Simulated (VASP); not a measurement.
```xyz
3
Lattice="1.5803 0.9124 6.1187 -1.5803 0.9124 6.1187 0.0000 -1.8248 6.1187" Properties=species:S:1:pos:R:3 pbc="T T T"
V      0.0000     0.0000     0.0000
Se     0.0000     0.0000    13.8092
Se     0.0000     0.0000    10.6648
```
Starting moments (μB, in the order of the record's atoms V Se Se): 2.0 0.0 0.0.

Calculation: PBE GGA, VASP's PBE PAW potentials (set 64) (plane waves; VASP). Settings: EDIFF = 1E-2, 400 eV cut-off, 7×7×7 Γ-centred mesh, Gaussian smearing of 0.050 eV, potentials V_sv Se.

The moments were started parallel, and other spin orders were not tried in this run.

**Question.** Predict the cell moment, energy per atom (σ→0), pressure, largest force, band gap (on the k-mesh) with the smallest direct gap where there is one.

**Answer.** 
```yaml
band gap (on the k-mesh): none (metal, semimetal or under 0.01 eV)
cell_moment: 0.50 μB
energy per atom (σ→0): -5.923 eV/atom
pressure: 19.18 GPa
largest_force: 0.904 eV/Å
```

**Question.** Give the moment on each site (PAW-sphere projection).

**Answer.** 
| site | moment (μB) |
|---|---|
| V1 | 0.43 |
| Se2 | -0.01 |
| Se3 | -0.01 |

Total energies compare only between runs with the same potentials, cut-off and functional.

The structure was generated: VSe2 was put into the 3R-MoS2 type (R3m), which need not be its known phase. The cell was not relaxed at this level. The k-mesh is coarse (spacing up to 0.33 per Å, 2π included), so the numbers may not be converged in it. The run is one of a series of settings (EDIFF = 1E-2 against the base run), some of them coarse on purpose.
